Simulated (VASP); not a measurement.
# FB2OSiH3 in VASP: a series of runs

One molecule, FB2OSiH3, is run at these levels: PBE; tasks: single point, relaxation of the atoms.

Everything below comes from runs of VASP 6.6.1. Logs are shortened: lines on timing, memory, paths and dates and some standing lists are left out, and cuts for length are marked.

## 1. The undisturbed molecule

The cell holds a molecule in a box, 8 atoms: a = 13.000 Å, b = 13.000 Å, c = 13.000 Å, α = 90.00°, β = 90.00°, γ = 90.00°.

## 2. Single point, PBE (atoms moved at random, drawn with an rms of 0.05 Å)

File INCAR:

```
ALGO = Normal
EDIFF = 1E-7
ENCUT = 520
GGA = PE
ISIF = 2
ISMEAR = 0
LASPH = T
LCHARG = T
LELF = T
LREAL = F
LVACPOTAV = T
LVHAR = T
LWAVE = F
NBANDS = 23
NELM = 80
PREC = Accurate
SIGMA = 0.01
```

File KPOINTS:

```
k-points
0
Gamma
  1 1 1
```

File POSCAR:

```
SiB2H3OF
1.0
   13.0000000000      0.0000000000      0.0000000000
    0.0000000000     13.0000000000      0.0000000000
    0.0000000000      0.0000000000     13.0000000000
F B O Si H
1 2 1 1 3
Direct
    0.4571990000      0.4292570000      0.6557750000
    0.4873650000      0.4686100000      0.5672620000
    0.5715870000      0.5674980000      0.5252960000
    0.5554650000      0.5544910000      0.4196800000
    0.4679640000      0.4565590000      0.4150870000
    0.6325090000      0.6294540000      0.5571570000
    0.3676700000      0.4939900000      0.3586900000
    0.5114850000      0.3756360000      0.3494310000
```

Potentials or basis: VASP PAW PBE potentials, release 64 (F, B, O, Si, H).

The run is started by

```sh
cat potpaw_PBE.64/F/POTCAR potpaw_PBE.64/B/POTCAR potpaw_PBE.64/O/POTCAR potpaw_PBE.64/Si/POTCAR potpaw_PBE.64/H/POTCAR > POTCAR
mpirun -np 1 vasp_gam > vasp.out
```

OUTCAR:

```text
EDIFF = 1E-7
   ENCUT = 520
   GGA = PE
   ISIF = 2
   ISMEAR = 0
   LASPH = T
   LREAL = F
   NELM = 80
   PREC = Accurate

 ion  position               nearest neighbor table
   1  0.457  0.429  0.656-   2 1.32
   2  0.487  0.469  0.567-   1 1.32   3 1.77   5 2.00
   3  0.572  0.567  0.525-   6 1.20   4 1.40   2 1.77   5 2.44
   4  0.555  0.554  0.420-   3 1.40   5 1.71
   5  0.468  0.457  0.415-   8 1.47   7 1.57   4 1.71   2 2.00   3 2.44
   6  0.633  0.629  0.557-   3 1.20
   7  0.368  0.494  0.359-   5 1.57
   8  0.511  0.376  0.349-   5 1.47

  LATTYP: Found a simple cubic cell.
 ALAT       =    13.0000000000

  Lattice vectors:

 A1 = (  13.0000000000,   0.0000000000,   0.0000000000)
 A2 = (   0.0000000000,  13.0000000000,   0.0000000000)
 A3 = (   0.0000000000,   0.0000000000,  13.0000000000)

Analysis of symmetry for initial positions (statically):
=====================================================================
 Subroutine PRICEL returns:
 Original cell was already a primitive cell.

 Routine SETGRP: Setting up the symmetry group for a
 simple cubic supercell.

 Subroutine GETGRP returns: Found  1 space group operations
 (whereof  1 operations were pure point group operations)
 out of a pool of 48 trial point group operations.

The static configuration has the point symmetry C_1 .

Analysis of symmetry for dynamics (positions and initial velocities):
=====================================================================
 Subroutine PRICEL returns:
 Original cell was already a primitive cell.

 Routine SETGRP: Setting up the symmetry group for a
 simple cubic supercell.

 Subroutine GETGRP returns: Found  1 space group operations
 (whereof  1 operations were pure point group operations)
 out of a pool of 48 trial point group operations.

The dynamic configuration has the point symmetry C_1 .

 Subroutine INISYM returns: Found  1 space group operations
 (whereof  1 operations are pure point group operations),
 and found     1 'primitive' translations

----------------------------------------------------------------------------------------

                                     Primitive cell

  volume of cell :    2197.0000

  direct lattice vectors                    reciprocal lattice vectors
    13.000000000  0.000000000  0.000000000     0.076923077  0.000000000  0.000000000
     0.000000000 13.000000000  0.000000000     0.000000000  0.076923077  0.000000000
     0.000000000  0.000000000 13.000000000     0.000000000  0.000000000  0.076923077

  length of vectors
    13.000000000 13.000000000 13.000000000     0.076923077  0.076923077  0.076923077

  position of ions in fractional coordinates (direct lattice)
     0.457199000  0.429257000  0.655775000
     0.487365000  0.468610000  0.567262000
     0.571587000  0.567498000  0.525296000
     0.555465000  0.554491000  0.419680000
     0.467964000  0.456559000  0.415087000
     0.632509000  0.629454000  0.557157000
     0.367670000  0.493990000  0.358690000
     0.511485000  0.375636000  0.349431000

  ion indices of the primitive-cell ions
   primitive index   ion index
                 1           1
                 2           2
                 3           3
                 4           4
                 5           5
                 6           6
                 7           7
                 8           8

----------------------------------------------------------------------------------------

 KPOINTS: k-points

Automatic generation of k-mesh.
 Grid dimensions read from file:
 generate k-points for:    1    1    1

 Generating k-lattice:

  Cartesian coordinates                     Fractional coordinates (reciprocal lattice)
     0.076923077  0.000000000  0.000000000     1.000000000  0.000000000  0.000000000
     0.000000000  0.076923077  0.000000000     0.000000000  1.000000000  0.000000000
     0.000000000  0.000000000  0.076923077     0.000000000  0.000000000  1.000000000

  Length of vectors
     0.076923077  0.076923077  0.076923077

  Shift w.r.t. Gamma in fractional coordinates (k-lattice)
     0.000000000  0.000000000  0.000000000

 Subroutine IBZKPT returns following result:
 ===========================================

 Found      1 irreducible k-points:

 Following reciprocal coordinates:
            Coordinates               Weight
  0.000000  0.000000  0.000000      1.000000
   k-points           NKPTS =      1   k-points in BZ     NKDIM =      1   number of bands    NBANDS=     23
   number of dos      NEDOS =    301   number of ions     NIONS =      8
   total plane-waves  NPLWV = 941192
   dimension x,y,z NGX =    98 NGY =   98 NGZ =   98
   dimension x,y,z NGXF=   196 NGYF=  196 NGZF=  196
   ions per type =               1   2   1   1   3
   NGX,Y,Z   is equivalent  to a cutoff of  12.53, 12.53, 12.53 a.u.
   NGXF,Y,Z  is equivalent  to a cutoff of  25.06, 25.06, 25.06 a.u.
 SYSTEM =  unknown system
   PREC   = accura    normal or accurate (medium, high low for compatibility)
   ISTART =      0    job   : 0-new  1-cont  2-samecut
   ICHARG =      2    charge: 1-file 2-atom 10-const
   ISPIN  =      1    spin polarized calculation?
   LNONCOLLINEAR =      F non collinear calculations
   LSORBIT =      F    spin-orbit coupling
   LASPH  =      T    aspherical Exc in radial PAW
   ENCUT  =  520.0 eV  38.22 Ry    6.18 a.u.  24.17 24.17 24.17*2*pi/ulx,y,z
   NELM   =     80;   NELMIN=  2; NELMDL= -5     # of ELM steps
   EDIFF  = 0.1E-06   stopping-criterion for ELM
   LREAL  =      F    real-space projection
   EDIFFG = 0.1E-05   stopping-criterion for IOM
   NSW    =      0    number of steps for IOM
   IBRION =     -1    ionic relax: 0-MD 1-quasi-New 2-CG
   NFREE  =      0    steps in history (QN), initial steepest desc. (CG)
   ISIF   =      2    stress and relaxation
   ISYM   =      2    0-nonsym 1-usesym 2-fastsym
   POTIM  = 0.5000    time-step for ionic-motion
   TEBEG  =    0.0;   TEEND  =   0.0 temperature during run
   PSTRESS=    0.0 pullay stress
   NELECT =      26.0000    total number of electrons
   NUPDOWN=      -1.0000    fix difference up-down
   EMIN   =  10.00;   EMAX   =-10.00  energy-range for DOS
   EFERMI =   0.00;   METHOD = LEGACY
   ISMEAR =     0;   SIGMA  =   0.01  broadening in eV -4-tet -1-fermi 0-gaus
   EFERMI_NEDOS =   21; number of points for ismear=-14 and -15
   IALGO  =     38    algorithm
   IMIX   =      4    mixing-type and parameters
     AMIX     =   0.40;   BMIX     =  1.00
     AMIX_MAG =   1.60;   BMIX_MAG =  1.00
  volume/ion in A,a.u.               =     274.62      1853.26
  Fermi-wavevector in a.u.,A,eV,Ry     =   0.373069  0.704998  1.893666  0.139181
  Thomas-Fermi vector in A             =   1.302412
   LORBIT       =      0    0 simple, 1 ext, 2 COOP (PROOUT), +10 PAW based schemes
   GGA     = PE    functional components
   LHFCALC =     F    Hartree Fock is set to
   AEXX    =    0.0000 exact exchange contribution
   IVDW    =     0    specifies the selected vdW correction
   LEPSILON=     F    determine dielectric tensor
   LRPA    =     F    only Hartree local field effects (RPA)
 non-spin polarized calculation
 Gauss-broadening in eV      SIGMA  =   0.01
  energy-cutoff  :      520.00
  volume of cell :     2197.00
 maximum number of plane-waves:     29543
 NGX is ok and might be reduce to    98
   NGX = 49   NGY = 49   NGZ = 49

 number of electron      26.0000004 magnetization

 Free energy of the ion-electron system (eV)
  ---------------------------------------------------
  ext. energy  EPLUGINS =         0.00000000
  ---------------------------------------------------
  free energy    TOTEN  =       -40.21275323 eV

  energy without entropy =      -40.21275323  energy(sigma->0) =      -40.21275323

 E-fermi :  -5.7010     XC(G=0):  -0.7047

 val. band max:       -5.7515392282   @ k =   0.0000   0.0000   0.0000
 cond. band min:      -3.6216583378   @ k =   0.0000   0.0000   0.0000
 fundamental gap:      2.1298808904
 Fermi energy:        -5.7009685384

 k-point     1 :       0.0000    0.0000    0.0000
  band No.  band energies     occupation
      1     -30.8638      2.00000
      2     -25.2618      2.00000
      3     -13.9955      2.00000
      4     -13.4425      2.00000
      5     -12.5674      2.00000
      6     -11.3893      2.00000
      7     -11.2478      2.00000
      8     -10.4745      2.00000
      9      -9.7390      2.00000
     10      -9.3026      2.00000
     11      -7.7315      2.00000
     12      -7.5415      2.00000
     13      -5.7515      2.00000
     14      -3.6217      0.00000
     15      -1.0731      0.00000
     16      -0.7448      0.00000
     17      -0.3313      0.00000
     18       0.3669      0.00000
     19       0.4865      0.00000
     20       0.5486      0.00000
     21       0.6866      0.00000
     22       0.8867      0.00000
     23       0.9275      0.00000

------------------------ aborting loop because EDIFF is reached ----------------------------------------

  FORCE on cell =-STRESS in cart. coord.  units (eV):
  Direction    XX          YY          ZZ          XY          YZ          ZX
  --------------------------------------------------------------------------------------
  -------------------------------------------------------------------------------------
  Total       -0.8519502      0.6364256      0.0111636      0.4631845      0.5264187     -0.7568370
  in kB       -0.6212905      0.4641177      0.0081411      0.3377805      0.3838944     -0.5519286
  external PRESSURE =      -0.0496772 kB  Pullay stress =       0.0000000 kB

 VOLUME and BASIS-vectors are now :
 -----------------------------------------------------------------------------
  energy-cutoff  :      520.00
  volume of cell :     2197.00
      direct lattice vectors                 reciprocal lattice vectors
    13.000000000  0.000000000  0.000000000     0.076923077  0.000000000  0.000000000
     0.000000000 13.000000000  0.000000000     0.000000000  0.076923077  0.000000000
     0.000000000  0.000000000 13.000000000     0.000000000  0.000000000  0.076923077

 POSITION                                       TOTAL-FORCE (eV/Angst)
 -----------------------------------------------------------------------------------
      5.94359      5.58034      8.52507        -0.113337     -0.149560      0.108465
      6.33574      6.09193      7.37441         0.391174      0.501255      0.381312
      7.43063      7.37747      6.82885        -0.236528     -0.471261     -0.475803
      7.22104      7.20838      5.45584         0.504446      0.704781      0.653903
      6.08353      5.93527      5.39613        -1.474894      0.124302     -0.939981
      8.22262      8.18290      7.24304        -0.064118      0.025643     -0.054798
      4.77971      6.42187      4.66297         0.815695     -0.275013      0.538013
      6.64931      4.88327      4.54260         0.177561     -0.460148     -0.211111
 -----------------------------------------------------------------------------------
    total drift:                               -0.001345      0.001743      0.000620

  FREE ENERGIE OF THE ION-ELECTRON SYSTEM (eV)
  ---------------------------------------------------
  free  energy   TOTEN  =       -40.2127532342 eV

  energy  without entropy=      -40.2127532342  energy(sigma->0) =      -40.21275323
```

Wall time 6.6 min (1 thread of AMD EPYC 7R43 (Zen 3), shared host); peak memory 1.6 GiB.

What came out:

| Item | Value |
| --- | --- |
| Free energy | -40.2128 eV |
| Largest force | 1.753 eV/Å |
| Gap between the frontier levels | 2.13 eV |

Forces in eV/Å, atoms in the order of the input:
```
F   -0.113 -0.150  0.108
B    0.391  0.501  0.381
B   -0.237 -0.471 -0.476
O    0.504  0.705  0.654
Si  -1.475  0.124 -0.940
H   -0.064  0.026 -0.055
H    0.816 -0.275  0.538
H    0.178 -0.460 -0.211
```

## 3. Relaxation of the atoms, PBE (atoms moved at random, drawn with an rms of 0.02 Å)

File INCAR:

```
  PREC = Accurate
  ENCUT = 520
  EDIFF = 1E-6
  ISMEAR = 0
  SIGMA = 0.01
  LREAL = False
  LASPH = True
  NELM = 100
  ALGO = Normal
  ISIF = 2
  LWAVE = False
  LCHARG = False
  GGA = PE
  IBRION = 2
  NSW = 40
  EDIFFG = -0.01
```

File KPOINTS:

```
regular mesh
0
Gamma
  1 1 1
```

File POSCAR:

```
SiB2H3OF
1.0
   13.0000000000      0.0000000000      0.0000000000
    0.0000000000     13.0000000000      0.0000000000
    0.0000000000      0.0000000000     13.0000000000
F B O Si H
1 2 1 1 3
Direct
    0.4568710000      0.4282960000      0.6547290000
    0.4882020000      0.4692980000      0.5683450000
    0.5689530000      0.5670490000      0.5263230000
    0.5555540000      0.5560510000      0.4217170000
    0.4675850000      0.4588420000      0.4119700000
    0.6291520000      0.6311370000      0.5591340000
    0.3729840000      0.4982680000      0.3593710000
    0.5118190000      0.3740750000      0.3505840000
```

Potentials or basis: VASP PAW PBE potentials, release 64 (F, B, O, Si, H).

The run is started by

```sh
cat potpaw_PBE.64/F/POTCAR potpaw_PBE.64/B/POTCAR potpaw_PBE.64/O/POTCAR potpaw_PBE.64/Si/POTCAR potpaw_PBE.64/H/POTCAR > POTCAR
mpirun -np 1 vasp_gam > vasp.out
```

Wall time 37 min (1 thread of AMD EPYC 7R43 (Zen 3), shared host); peak memory 1.8 GiB.

It converged, with:

| Item | Value |
| --- | --- |
| Free energy | -40.3092 eV |
| Energy gained by relaxing | 4.0 meV/atom |
| Ionic steps | 21 |
| Largest force after relaxing | 0.006 eV/Å |
| Gap between the frontier levels | 2.16 eV |

Forces in eV/Å, atoms in the order of the input:
```
F    0.001  0.001  0.004
B   -0.003 -0.003 -0.002
B    0.003  0.001  0.002
O   -0.004 -0.001 -0.005
Si   0.000  0.002 -0.002
H    0.000 -0.001  0.003
H    0.000 -0.001  0.001
H    0.002  0.002 -0.001
```

The path:
```csv
step,energy change (eV),largest force (eV/Å),pressure (GPa)
1,0.0000,0.7581,0.05
2,0.0300,1.7956,-0.05
3,-0.0236,0.4483,0.01
4,-0.0234,0.6374,0.00
5,-0.0286,0.1725,0.01
6,-0.0303,0.1731,0.00
7,-0.0303,0.1440,0.00
8,-0.0309,0.1216,-0.01
9,-0.0309,0.0753,-0.01
10,-0.0312,0.0448,-0.01
11,-0.0312,0.0442,-0.01
12,-0.0314,0.0305,-0.01
13,-0.0316,0.0426,-0.01
14,-0.0317,0.0382,-0.01
15,-0.0317,0.0287,-0.01
16,-0.0317,0.0162,-0.01
17,-0.0317,0.0166,-0.01
18,-0.0317,0.0126,-0.01
19,-0.0317,0.0167,-0.01
20,-0.0317,0.0113,-0.01
21,-0.0317,0.0063,-0.01
```

Final structure:
```yaml
crystal:
  lattice:
    - [13.00000, 0.00000, 0.00000]
    - [0.00000, 13.00000, 0.00000]
    - [0.00000, 0.00000, 13.00000]
  atoms:
    - { symbol: F, position: [0.45654, 0.42752, 0.65519] }
    - { symbol: B, position: [0.48796, 0.47055, 0.56848] }
    - { symbol: B, position: [0.57089, 0.56748, 0.52655] }
    - { symbol: O, position: [0.55619, 0.55765, 0.42202] }
    - { symbol: Si, position: [0.46649, 0.45800, 0.41281] }
    - { symbol: H, position: [0.62906, 0.63137, 0.55965] }
    - { symbol: H, position: [0.37280, 0.49724, 0.35850] }
    - { symbol: H, position: [0.51120, 0.37320, 0.34897] }
```

Levels at points of the mesh, in eV from the valence-band top:
```
           k point  band 9  band 10  band 11  band 12  band 13  band 14  band 15  band 16  band 17  band 18
(0.00, 0.00, 0.00)   -4.00    -3.54    -2.18    -1.68     0.00     2.16     4.54     5.17     5.39     6.06
```

## 4. The reference run

An earlier run on the cell as given: functional PBE; potentials or basis VASP PAW PBE potentials, release 64 (F, B, O, Si, H); cutoff 520 eV; k mesh 1 × 1 × 1; occupations gaussian, width 0.01 eV; no spin polarisation.

* Largest force: 0.745 eV/Å
* Gap between the frontier levels: 2.12 eV

## 5. The runs side by side

| task | cell | gap on the mesh (eV) | largest force (eV/Å) |
| --- | --- | --- | --- |
| single point | atoms moved at random, drawn with an rms of 0.05 Å | 2.13 | 1.75 |
| relaxation of the atoms | atoms relaxed from: atoms moved at random, drawn with an rms of 0.02 Å | 2.16 | 0.01 |
| single point | as given | 2.12 | 0.75 |

Alike in all rows: level PBE; potentials or basis VASP PAW PBE potentials, release 64 (F, B, O, Si, H); no spin polarisation; k mesh 1 × 1 × 1; cutoff (eV) 520; smearing gaussian 0.01 eV.

Total energies depend on the potentials used, so only differences within one code and one set of settings carry meaning.
